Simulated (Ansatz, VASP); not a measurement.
# LiTaS3: VASP beside Ansatz

Wanted: the spread between two codes on one cell, functional and k mesh. The cell is generated by rule, not measured, and may not be a known phase. The cell is taken from a series of runs on this material, whose earlier steps may have relaxed, scaled, displaced or heated it; both programs get it as it stands.

Method: plane waves, with VASP 6.6.1 beside it; relaxation of cell and atoms at PBEsol, in Ansatz 0.2.0.

## 1. Set-up

It takes space group P4mm (No. 99, tetragonal). Conventional cell: a = 4.830 Å, b = 4.830 Å, c = 4.753 Å, α = 90.00°, β = 90.00°, γ = 90.00°. Nearest to Li lie 4 S at 2.50 Å. Ta has 6 S at 2.35 to 2.42 Å nearest. Nearest to S lie 2 Ta at 2.42 Å and 2 Li at 2.50 Å. S has 2 Ta at 2.35 to 2.41 Å nearest. Farther neighbours and most contacts between anions are not listed.

## 2. Ansatz: relaxation of cell and atoms, PBEsol, pair 1

Ansatz runs on its PAW soft_1 files.

The relaxed volume is the usual yardstick between codes: in a stiff, nearly cubic crystal its relative difference is about their pressure difference at one cell divided by the bulk modulus.

Input file input.yaml:

```yaml
crystal:
  lattice:
    - [4.8302449087, 0.0, 0.0]
    - [0.0, 4.8302449087, 0.0]
    - [0.0, 0.0, 4.7529404615]
  atoms:
    - { symbol: Li, position: [0.0, 0.0, 0.6822987569] }
    - { symbol: Ta, position: [0.5, 0.5, 0.5613102088] }
    - { symbol: S, position: [0.5, 0.0, 0.5496724771] }
    - { symbol: S, position: [0.5, 0.5, 0.0548241639] }
    - { symbol: S, position: [0.0, 0.5, 0.5496724771] }
kpoints:
  mp_grid: { grid: [8, 8, 8] }
hamiltonian:
  xc: pbesol
  pseudopotentials: { kind: paw, azcp: { folder: soft_1 }, xc_functional: pbe }
scf:
  occupations: { method: methfessel_paxton, width: 0.2 }
output:
  forces: true
  stress: true
  eigenvalues: true
relax:
  adjacent_minimum: "off"
  f_tol: 0.001
  max_steps: 60
  cell: { stress_tol: 0.01 }
```

The run is started by

```console
$ ansatz run input.yaml --threads 8 --pin off --max-ram 16384MiB --backend cpu --events-out ev --progress --plain --runs-dir out
```

Numbers of over 12 decimals in the logs are rounded to 6 here.

Log:

```text
Engine: ansatz 0.2.0, aarch64-unknown-linux-gnu
Pseudopotentials: kind: paw
Pseudopotential: Li, paw, valence charge 3, recommended cutoff 420 eV (normal), soft_1/Li.paw.azcp
Pseudopotential: Ta, paw, valence charge 13, recommended cutoff 420 eV (normal), soft_1/Ta.paw.azcp
Pseudopotential: S, paw, valence charge 6, recommended cutoff 420 eV (normal), soft_1/S.paw.azcp
Functional definition: PBEsol
  exchange = pbesol_x
  correlation = pbesol_c
Crystal: 5 atoms, lattice volume = 110.892 Å³
Basis set: ecut = 420 eV, 2147 PW (Γ), exchange–correlation on 72×72×64 points (8 copies of the dense FFT grid, shifted against one another)
Bands: 22, of which v1, the nominal top of the filled ones, is band 17 counted from 1 (16 counted from 0)
Symmetry: 8 space group operations
Space group: P4mm (ITA 99), of the structure as read, at distance tolerance 4.8e-5 Å
k-points: 75 of 512 (time reversal used)
Non-local potential: Li, projectors of the file, l = 0: 3, l = 1: 2, l = 2: 1
Non-local potential: Ta, projectors of the file, l = 0: 3, l = 1: 2, l = 2: 2, l = 3: 1
Non-local potential: S, projectors of the file, l = 0: 2, l = 1: 2, l = 2: 1
PAW form: soft (Blöchl's): semilocal exchange-correlation on the pseudo side does not see the compensation charge
PAW frozen core: Ta, regenerated for the run's functional, and the local potential with it (the file was generated under x = pbe(κ = 0.804, μ = 0.219515), c = pbe(β = 0.066725))
PAW frozen core: S, regenerated for the run's functional, and the local potential with it (the file was generated under x = pbe(κ = 0.804, μ = 0.219515), c = pbe(β = 0.066725))
PAW one-centre angular grid: Li, 110 points (default); XC on 64 Gauss nodes
PAW one-centre angular grid: Ta, 590 points (default); XC on 64 Gauss nodes
PAW one-centre angular grid: S, 110 points (default); XC on 64 Gauss nodes
Initial density: superposition of atomic densities (chi_scale 0.1, normalization cell, long waves kept (reshape's long-wave potential 0.00 eV rms))
Initial wavefunctions: pseudopotential atomic-orbital guess
Functional: x = pbesol(κ = 0.804, μ = 0.123457), c = pbesol(β = 0.046)
SCF iter   1: F=—  HF=-12669.760209 eV  |F-HF|=—  |Δ(HF+E_count)|=         —  Δρ=3.14e-2  dr2=1.94e0  ethr=3.10e-3  ⟨swp⟩=6.5  Hψ=9026  notcnv=0
preconditioner: auto → LDOS  [metal: Δε(μ)=0.002 eV  Ē_g=7.861 eV  σ=0.200 eV  W_gap=0.01  n_scr=18 (ndim 8)  ℏωp=17.3 eV  f_vac=0.028  D(μ)=1.82/eV (n_scr^D=6)  β→1.0]
SCF iter   2: F=—  HF=-12669.620321 eV  |F-HF|=—  |Δ(HF+E_count)|=   1.40e-1  S|Δr|=    0.00e0  Δρ=2.41e-2  dr2=1.48e0  ethr=3.10e-3  ⟨swp⟩=3.1  Hψ=3887  notcnv=0  defer=33
SCF iter   3: F=—  HF=-12669.313104 eV  |F-HF|=—  |Δ(HF+E_count)|=   3.07e-1  S|Δr|=    0.00e0  Δρ=5.67e-3  dr2=6.63e-2  ethr=3.10e-3  ⟨swp⟩=3.0  Hψ=3397  notcnv=0  defer=43
SCF iter   4: F=—  HF=-12669.301241 eV  |F-HF|=—  |Δ(HF+E_count)|=   1.19e-2  S|Δr|=    0.00e0  Δρ=1.11e-3  dr2=1.95e-3  ethr=1.95e-4  ⟨swp⟩=2.7  Hψ=3000  notcnv=0  defer=43
SCF iter   5: F=—  HF=-12669.301265 eV  |F-HF|=—  |Δ(HF+E_count)|=   2.35e-5  S|Δr|=    0.00e0  Δρ=2.98e-4  dr2=1.42e-4  ethr=5.75e-6  ⟨swp⟩=2.4  Hψ=2464  notcnv=0  defer=43
SCF iter   6: F=—  HF=-12669.301258 eV  |F-HF|=—  |Δ(HF+E_count)|=   6.72e-6  S|Δr|=    0.00e0  Δρ=1.11e-4  dr2=2.63e-5  ethr=4.18e-7  ⟨swp⟩=2.1  Hψ=2392  notcnv=0  defer=43
SCF iter   7: F=—  HF=-12669.301220 eV  |F-HF|=—  |Δ(HF+E_count)|=   3.82e-5  S|Δr|=    0.00e0  Δρ=5.16e-5  dr2=6.06e-6  ethr=7.73e-8  ⟨swp⟩=2.1  Hψ=2542  notcnv=0  defer=43
SCF iter   8: F=—  HF=-12669.301219 eV  |F-HF|=—  |Δ(HF+E_count)|=   8.51e-7  S|Δr|=    0.00e0  Δρ=2.18e-5  dr2=1.28e-6  ethr=1.78e-8  ⟨swp⟩=2.2  Hψ=2297  notcnv=0  defer=43
SCF iter   9: F=-12669.301219 eV  HF=-12669.301219 eV  |F-HF|=5.66e-8  |Δ(HF+E_count)|=   2.22e-7  S|Δr|=    0.00e0  Δρ=5.37e-6  dr2=7.10e-8  ethr=2.94e-10  ⟨swp⟩=8.8  Hψ=8249  notcnv=0
SCF 1 converged in 9 iterations: F = -12669.301219 eV  dr2 = 7.10e-8
  greatest PAW one-centre occupation: 1.000 electrons in one spin orbital (limit 2), on the Li atom at site 0 (counted from 0), in its partial waves of l = 0
relax step   1: F+E_penalty+E_count = -12669.30121887 eV  Δ(F+E_penalty+E_count) = +0.000e0 eV  max|allowed force component| = 9.553e-4 eV/Å  Δτ_max = 0.0000 Å  P = +0.003 GPa  Ω = 110.892 Å³  (9 SCF iters, dr2 threshold 1.00e-7 eV, accepted)
Initial density: handed on by an earlier stage of this run
Initial wavefunctions: pseudopotential atomic-orbital guess (no wavefunctions were taken with the density)
iter 1 solved again at ethr=1.57e-6 eV; its pass at ethr=3.10e-3 eV (dr2=5.34e-4 eV) is discarded
SCF iter   1: F=—  HF=-12669.301256 eV  |F-HF|=—  |Δ(HF+E_count)|=         —  Δρ=6.71e-6  dr2=9.09e-8  ethr=1.57e-6  ⟨swp⟩=3.2  Hψ=13649  notcnv=0
eigensolver tolerance schedule: the retry pair's looser diagonalisation over-reported the residual by 5868.23 of it (diagonalisation noise at an unbounded share of the residual, at the tolerance the schedule requests for it); recorded, not acted on — ethr = c·dr2/N_el stays at c = 1.0e-1
preconditioner: auto → LDOS  [metal: Δε(μ)=0.034 eV  Ē_g=7.950 eV  σ=0.200 eV  W_gap=0.14  n_scr=18 (ndim 8)  ℏωp=17.3 eV  f_vac=0.125  D(μ)=2.07/eV (n_scr^D=6)  β→1.0]
SCF iter   2: F=—  HF=-12669.301219 eV  |F-HF|=—  |Δ(HF+E_count)|=   3.71e-5  S|Δr|=    0.00e0  Δρ=6.00e-6  dr2=6.32e-8  ethr=2.67e-10  ⟨swp⟩=3.9  Hψ=4146  notcnv=0
SCF iter   3: F=—  HF=-12669.301219 eV  |F-HF|=—  |Δ(HF+E_count)|=   1.02e-8  S|Δr|=    0.00e0  Δρ=1.88e-6  dr2=5.73e-9  ethr=1.86e-10  ⟨swp⟩=2.3  Hψ=2155  notcnv=0
SCF iter   4: F=—  HF=-12669.301219 eV  |F-HF|=—  |Δ(HF+E_count)|=  8.02e-10  S|Δr|=    0.00e0  Δρ=7.92e-7  dr2=6.06e-10  ethr=1.69e-11  ⟨swp⟩=2.2  Hψ=2438  notcnv=0
SCF iter   5: F=—  HF=-12669.301219 eV  |F-HF|=—  |Δ(HF+E_count)|=  1.24e-10  S|Δr|=    0.00e0  Δρ=4.11e-7  dr2=1.32e-10  ethr=1.78e-12  ⟨swp⟩=2.5  Hψ=2859  notcnv=0
SCF iter   6: F=—  HF=-12669.301219 eV  |F-HF|=—  |Δ(HF+E_count)|=  5.46e-12  S|Δr|=    0.00e0  Δρ=7.82e-8  dr2=1.50e-11  ethr=1.00e-12  ⟨swp⟩=2.0  Hψ=2379  notcnv=0
SCF iter   7: F=-12669.301219 eV  HF=-12669.301219 eV  |F-HF|=3.64e-12  |Δ(HF+E_count)|=  3.64e-12  S|Δr|=    0.00e0  Δρ=1.83e-8  dr2=6.04e-13  ethr=1.00e-12  ⟨swp⟩=5.9  Hψ=8272  notcnv=0
SCF 2 converged in 7 iterations: F = -12669.301219 eV  dr2 = 6.04e-13
relax step   2: F+E_penalty+E_count = -12669.30121891 eV  Δ(F+E_penalty+E_count) = -4.740e-8 eV  max|allowed force component| = 9.748e-4 eV/Å  Δτ_max = 0.0000 Å  P = +0.003 GPa  Ω = 110.892 Å³  stress off target by 6.53e-3 GPa  SCF on the basis re-selected at this cell (its energy is not comparable with the rows above)  (7 SCF iters)
basis re-selected at this cell: Δ(F+E_penalty+E_count) = -4.740e-8 eV, ΔP = -0.000 GPa vs the last step (what re-selecting the basis moved, of the pressure what is left beyond the Pulay correction that the steps carried, after the strain that the cell walked since its last selection, with what the two solves' SCF thresholds leave and, on support functions, any second-order correction that the steps lacked; it is no m [...]
SCF converged after 7 iterations
Stability not checked: this state was not tested for a lower state beside it, because cold or Methfessel-Paxton smearing, or corrected tetrahedra, fill the levels in a way that the test cannot read (fill_not_monotonic; see scf.lower_state_search)
Free energy (F): -12669.301219 eV
Harris-Foulkes:  -12669.301219 eV  (|F-HF|=3.64e-12)
Internal energy: -12669.296296 eV  (E = F + TS)
E sigma→0 (E₀):  -12669.299988 eV
Entropy (-TS):   -0.004923 eV (-0.985 meV/atom)
Fermi energy:    5.540102 eV
--- Per-component energies (eV) ---
  E_band       = -382.639558
  E_kinetic    = 724.662449
  E_local      = -2040.486549  (includes V_loc(G=0)·N_el)
  E_nonlocal   = 75.811262
  E_hartree    = 749.814549
  E_xc         = -590.966800
  E_vxc        = -491.678399  (∫ρ·V_xc dr)
  E_paw        = -9980.751761  (= ΣΔE_a)
  E_vpaw       = -150.577758  (= ΣTr[D̂ρ^β])
  E_aug_tail   = 0.000361  (compensation charges beyond the density's cutoff)
  E_ewald      = -1607.779368
  E_core_change = 0.399561  (= ΣΔE_core)
  E_smearing   = -0.004923  (= −TS)
  E_closure    = -0.000000  (closes the sum)
  Σ components = -12669.301219   (vs F -12669.301219, Δ=0.00e0)
--- Forces (eV/Å), atoms counted from 1 ---
  atom   1  Li     0.00000000     0.00000000     0.00009389
  atom   2  Ta     0.00000000     0.00000000     0.00057294
  atom   3  S     -0.00000000     0.00000000     0.00015367
  atom   4  S      0.00000000     0.00000000    -0.00097497
  atom   5  S      0.00000000     0.00000000     0.00015367
  max |Σ_I F_I| component: 8.11e-7 eV/Å
--- Stress (GPa, compression-positive) ---
        0.006526       0.000000      -0.000000
        0.000000       0.006526       0.000000
       -0.000000       0.000000      -0.004441
  P = ⅓ Tr σ = 0.0029 GPa (0.029 kbar)
--- Band table (eV; the first three rows and the last of 75) ---
  k-point 0: bands = [... 13 lower, 4.2995, 4.6928, 4.6928, 4.7665, 4.9093, 5.1259, 5.1259, 7.3982, ... 1 higher]
  k-point 1: bands = [... 13 lower, 4.2346, 4.3004, 4.3004, 4.3438, 4.7740, 5.8746, 5.8746, 7.4025, ... 1 higher]
  k-point 2: bands = [... 13 lower, 3.5639, 4.0857, 4.1862, 4.1862, 4.7922, 6.8924, 6.8924, 7.4120, ... 1 higher]
  k-point 74: bands = [... 13 lower, 0.9873, 5.1021, 5.7358, 5.7358, 8.1404, 8.5807, 8.5807, 8.7102, ... 1 higher]
--- Relaxed structure (1 steps of the walk, 1 accepted, 1 SCFs on fresh bases) ---
  F+E_penalty+E_count = -12669.30121891 eV   max|allowed force component| = 9.748e-4 eV/Å   (the final SCF, on the basis selected at the relaxed cell)
  cell:  # Å, volume = 110.8921 Å³
    - [4.8302449087, 0.0, 0.0]
    - [0.0, 4.8302449087, 0.0]
    - [0.0, 0.0, 4.7529404615]
  atoms:
    - { symbol: Li, position: [0.0, 0.0, 0.6822987569] }
    - { symbol: Ta, position: [0.5, 0.5, 0.5613102088] }
    - { symbol: S, position: [0.5, 0.0, 0.5496724771] }
    - { symbol: S, position: [0.5, 0.5, 0.054824] }
    - { symbol: S, position: [0.0, 0.5, 0.5496724771] }
```

(Continued in part 2 of 3.)

[Lines on the potential files, build, host, timing and source positions are cut from VASP's logs without a mark.]

[Logs are printed without paths, hosts, clocks, repeated set-up lines and the standing remarks that a program may print on its own settings, such as how far it seeks lower states.]

[Hosts, paths, dates, database ids (printed as entryN), source tags and the programs' standing remarks are cut or masked in the printed files.]
